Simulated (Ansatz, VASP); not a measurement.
# W16O41F7 (WO2.55F0.45, cubic ReO3-type perovskite) in two plane-wave programs, part 2 of 2

Aim: how closely do two programs agree when they are given the same cell, functional and k mesh? The cell is invented: As first built, before any earlier steps moved the atoms (in the runner's words): 2x2x4 conventional cells of the WO3 type (64 atoms: 41 O, 7 F, 16 W); O/F share their sites, the best of 600 random draws by like-pair counts in two shells; start lattice of WO3; atoms moved at random by 0.02 A. It may not be a known or stable phase. The structure shown is the start of the Ansatz relaxation below; VASP solves that cell, so the two are compared at the walk's first step.

VASP 6.6.1 and Ansatz 0.2.0.

So far: The structure; Ansatz: relaxation, PBE.

### Step 3. VASP: single point, PBE, start cell

Level of this step: PBE, no spin polarisation; plane waves and PAW (O, F, W); invented cell (VASP).

The same cell, functional, mesh and smearing now go to VASP, with its own data sets.

Lines of VASP's logs that name or quote its potential files are left out, and so is its time.

INCAR

```
SYSTEM = W16O41F7
PREC = Accurate
ENCUT = 520
EDIFF = 1E-06
NELM = 120
ISMEAR = 1
SIGMA = 0.15
LREAL = Auto
ALGO = Normal
GGA = PE
NBANDS = 240
LASPH = .TRUE.
LORBIT = 11
LWAVE = .FALSE.
LCHARG = .FALSE.
ISIF = 2
ISYM = 0
GGA_COMPAT = .FALSE.
KPAR = 8
```

POSCAR

```
W16O41F7
1.0
    7.6124100000      0.0000000000      0.0000000000
    0.0000000000      7.6124100000      0.0000000000
    0.0000000000      0.0000000000     15.2248200000
O F W
41 7 16
Direct
    0.0014318724      0.0003546840      0.1247502434
    0.0000394093      0.2535990573      0.9986719055
    0.2499733987      0.9988689521      0.9991579539
    0.0042167986      0.9993944099      0.3752293952
    0.0022463320      0.2445349108      0.2504397425
    0.2497238063      0.9986062233      0.2486203449
    0.0009720969      0.9996177295      0.6252224985
    0.0051888955      0.2525350053      0.4993031116
    0.0024433786      0.9973582611      0.8749725777
    0.0031396102      0.2445349108      0.7511812948
    0.2513658618      0.0066207679      0.7486328246
    0.0008013231      0.5004328458      0.1249078807
    0.9979494010      0.7573816965      0.9984485859
    0.2505776751      0.5036381383      0.9999724135
    0.0032184289      0.4998154330      0.3754001689
    0.0020361489      0.7459792628      0.2498683071
    0.2481080236      0.4984229699      0.2490801205
    0.9991054081      0.5026266320      0.6246904725
    0.0025747431      0.7493553290      0.5005707785
    0.2521015027      0.5006298925      0.4999927750
    0.0032709746      0.4996446592      0.8743420283
    0.9972925788      0.7509317023      0.7521074141
    0.2513133160      0.5004985281      0.7515885245
    0.4989352912      0.9990528624      0.1258011589
    0.5039008671      0.2521146391      0.0000131364
    0.7517198890      0.0003415476      0.0004006616
    0.5014443521      0.9981858570      0.3742704347
    0.5027448600      0.2481999787      0.2486531860
    0.7489349628      0.9991842268      0.2515300674
    0.4972406899      0.9992367726      0.6242569699
    0.5026923143      0.2504200378      0.5004328458
    0.5004591187      0.4971355983      0.1253610880
    0.7486459610      0.4971750077      0.0004203662
    0.5003014814      0.4958350903      0.3739420236
    0.5001438441      0.7482124583      0.2502689687
    0.5006955747      0.5047153267      0.6253669994
    0.4993031116      0.7524292570      0.4981471045
    0.7554506392      0.4978055570      0.4976282150
    0.5041504596      0.5038614578      0.8748674861
    0.5012078961      0.7542420863      0.7508725883
    0.7496311943      0.4976347832      0.7507215192
    0.2477664761      0.0039540697      0.5010371223
    0.7463470832      0.0004597756      0.4994804536
    0.5001963898      0.0014581453      0.8755374448
    0.5008138027      0.2532181004      0.7506624052
    0.7505376090      0.9976078535      0.7514374554
    0.4983441512      0.7463864926      0.9981530159
    0.7485408694      0.5039402765      0.2489093467
    0.0015895098      0.0003546840      0.9978705824
    0.9997753668      0.9997490939      0.2501901500
    0.9996834117      0.9978311730      0.5001569805
    0.0033629297      0.0016946013      0.7512469770
    0.9981333113      0.4972144170      0.9979691057
    0.0043350266      0.5003540272      0.2485809356
    0.0016157826      0.4978712392      0.4999599338
    0.0017602835      0.4983047419      0.7523504383
    0.5013655334      0.0043350266      0.9983631990
    0.4995658405      0.9992761819      0.2482328198
    0.4995527041      0.0016946013      0.5026397685
    0.5023244938      0.0018522386      0.7482387312
    0.4971355983      0.5002357992      0.0015895098
    0.4996052498      0.5021143107      0.2507024714
    0.5055954685      0.5027711329      0.4990469510
    0.5027448600      0.4984361063      0.7476278866
```

KPOINTS

```
Points of the shifted mesh
18
Reciprocal
 0.0000000000  0.0000000000  0.2500000000 1
 0.0000000000  0.0000000000  0.7500000000 1
 0.0000000000  0.3333333333  0.2500000000 1
 0.0000000000  0.3333333333  0.7500000000 1
 0.0000000000  0.6666666667  0.2500000000 1
 0.0000000000  0.6666666667  0.7500000000 1
 0.3333333333  0.0000000000  0.2500000000 1
 0.3333333333  0.0000000000  0.7500000000 1
 0.3333333333  0.3333333333  0.2500000000 1
 0.3333333333  0.3333333333  0.7500000000 1
 0.3333333333  0.6666666667  0.2500000000 1
 0.3333333333  0.6666666667  0.7500000000 1
 0.6666666667  0.0000000000  0.2500000000 1
 0.6666666667  0.0000000000  0.7500000000 1
 0.6666666667  0.3333333333  0.2500000000 1
 0.6666666667  0.3333333333  0.7500000000 1
 0.6666666667  0.6666666667  0.2500000000 1
 0.6666666667  0.6666666667  0.7500000000 1
```

PAW data sets: O, F and W (PBE family, release 64).

Launch:

```console
$ mpirun -np 8 vasp_std
```

Numbers of over 12 decimals in the logs are rounded to 6 here.

The program printed:

```text
[banner, memory and clock lines left out]
running    8 mpi-ranks, on    1 nodes
[...]
|                                                                             |
|           W    W    AA    RRRRR   N    N  II  N    N   GGGG   !!!           |
|           W    W   A  A   R    R  NN   N  II  NN   N  G    G  !!!           |
|           W    W  A    A  R    R  N N  N  II  N N  N  G       !!!           |
|           W WW W  AAAAAA  RRRRR   N  N N  II  N  N N  G  GGG   !            |
|           WW  WW  A    A  R   R   N   NN  II  N   NN  G    G                |
|           W    W  A    A  R    R  N    N  II  N    N   GGGG   !!!           |
|                                                                             |
|     For optimal performance we recommend to set                             |
|       NCORE = 2 up to number-of-cores-per-socket                            |
|     NCORE specifies how many cores store one orbital (NPAR=cpu/NCORE).      |
|     This setting can greatly improve the performance of VASP for DFT.       |
|     The default, NCORE=1 might be grossly inefficient on modern             |
|     multi-core architectures or massively parallel machines. Do your        |
|     Unfortunately you need to use the default for GW and RPA                |
|     calculations (for HF NCORE is supported but not extensively tested      |
|     yet).                                                                   |
|                                                                             |

 LDA part: xc-table for (Slater+PW92), standard interpolation
 POSCAR, INCAR and KPOINTS ok, starting setup
[...]
entering main loop
       N       E                     dE             d eps       ncg     rms          rms(c)
DAV:   1     0.288574629725E+04    0.28857E+04   -0.20763E+05  8736   0.153E+03
DAV:   2    -0.413989939142E+03   -0.32997E+04   -0.31986E+04 11040   0.403E+02
DAV:   3    -0.688745001859E+03   -0.27476E+03   -0.27160E+03  9792   0.119E+02
DAV:   4    -0.695675758262E+03   -0.69308E+01   -0.68632E+01 10968   0.200E+01
[...]
DAV:  20    -0.558842854487E+03    0.23706E-05   -0.24622E-05  9984   0.129E-02    0.199E-02
DAV:  21    -0.558842851745E+03    0.27414E-05   -0.51562E-06  7864   0.649E-03    0.132E-02
DAV:  22    -0.558842851991E+03   -0.24528E-06   -0.27005E-06  6416   0.470E-03
   1 F= -.55884285E+03 E0= -.55883678E+03  d E =-.182022E-01
```

Parts of OUTCAR (step 3):

```text
  Total       63.2385882     46.0861200     36.1683912     -0.6351304     -0.9369286     -0.1831677
  in kB      114.8408079     83.6920527     65.6815307     -1.1533920     -1.7014553     -0.3326311
  external PRESSURE =      88.0714638 kB  Pullay stress =       0.0000000 kB

 POSITION                                       TOTAL-FORCE (eV/Angst)
 -----------------------------------------------------------------------------------
      0.01090      0.00270      1.89930        -0.134978      0.042422     -0.174711
      0.00030      1.93050     15.20460         0.100211     -0.145050     -0.095111
      1.90290      7.60380     15.21200         2.123515     -0.060380     -0.501142
      0.03210      7.60780      5.71280        -0.227353     -0.112959      1.248504
      0.01710      1.86150      3.81290        -0.513028      1.687016      0.019469
      1.90100      7.60180      3.78520         0.112986     -0.135423      0.174483
      0.00740      7.60950      9.51890        -0.572235      0.044760     -0.836394
      0.03950      1.92240      7.60180        -0.320049     -2.382018      0.120509
      0.01860      7.59230     13.32130        -0.429751      0.336530     -0.327973
      0.02390      1.86150     11.43660        -0.596705      0.897236     -0.017908
      1.91350      0.05040     11.39780         1.128727      0.141838      0.422059
      0.00610      3.80950      1.90170        -0.406770     -0.077432      0.238095
      7.59680      5.76550     15.20120         0.027136     -1.643374     -0.018688
      1.90750      3.83390     15.22440         0.311789      0.250156      0.046251
[...]
-----------------------------------------------------------------------------------
    total drift:                               -0.057814     -0.004082      0.043090

  FREE ENERGIE OF THE ION-ELECTRON SYSTEM (eV)
  ---------------------------------------------------
  free  energy   TOTEN  =      -558.8428519906 eV

  energy  without entropy=     -558.8246498165  energy(sigma->0) =     -558.83678460

[... 2 further parts left out ...]
```

This run has no spin polarisation, so a moment on W, if there is one, isn't seen. Its electron count is odd, so without a moment it is a metal by construction. The k-mesh is coarse for a metal. The data set W keeps the semicore shell frozen, which is cheaper and a little less accurate.

### Step 4. Differences

Known differences besides the potentials themselves: the data sets hold 519 valence electrons in Ansatz (on its default PAW (the set named soft_2) files) and 391 in VASP; the cutoff is 420 eV in Ansatz and 520 eV in VASP (PREC = Accurate, projectors in real space). Total energies have different zeros and are not compared.

Forces on 9 of the 64 atoms, those with the largest forces and the largest differences (eV/Å; atoms numbered as in POSCAR):

```
atom          Ansatz x, y, z            VASP x, y, z
 F47    0.093, 1.984, -0.179    0.095, 2.122, -0.188
 W52   4.822, -1.097, -0.366   4.790, -1.157, -0.396
 W54    4.031, -0.222, 0.443    3.912, -0.283, 0.473
 W57     0.004, 4.118, 6.780     0.004, 4.037, 6.899
 W59   -0.957, 0.139, -2.758   -1.028, 0.141, -2.876
 W60  -6.112, -5.958, -3.768  -6.169, -5.953, -3.743
 W61   0.319, -4.929, -0.992   0.333, -4.956, -1.006
 W62   -4.895, -0.878, 0.090   -4.933, -0.919, 0.080
 W64    -0.390, 6.476, 1.125    -0.412, 6.557, 1.191
```

The forces differ by 40 meV/Å r.m.s., which is 2.8 % of the r.m.s. force of 1.409 eV/Å (both taken over all components).

### Step 5. Results

| Quantity | Value |
| --- | --- |
| r.m.s. force difference (single point, PBE, start cell) | 2.8 % of the r.m.s. force |

**Reading.** The r.m.s. force difference is 2.8 % of the r.m.s. force (single point, PBE, start cell), within the 3 % picked in this series as the mark of a large difference. The data sets hold unlike numbers of valence electrons (519 in Ansatz and 391 in VASP), so part of the differences comes from the potentials. VASP runs on this material, other cells of it included, that failed, so that no pair exists: single point, PBE (timeout). How closely two codes agree says nothing of how well the functional describes the real material.

[Lines on the potential files, build, host, timing and source positions are cut from VASP's logs without a mark.]

[Logs are printed without paths, hosts, clocks, repeated set-up lines and the standing remarks that a program may print on its own settings, such as how far it seeks lower states.]

[Hosts, paths, dates, database ids (printed as entryN), source tags and the programs' standing remarks are cut or masked in the printed files.]
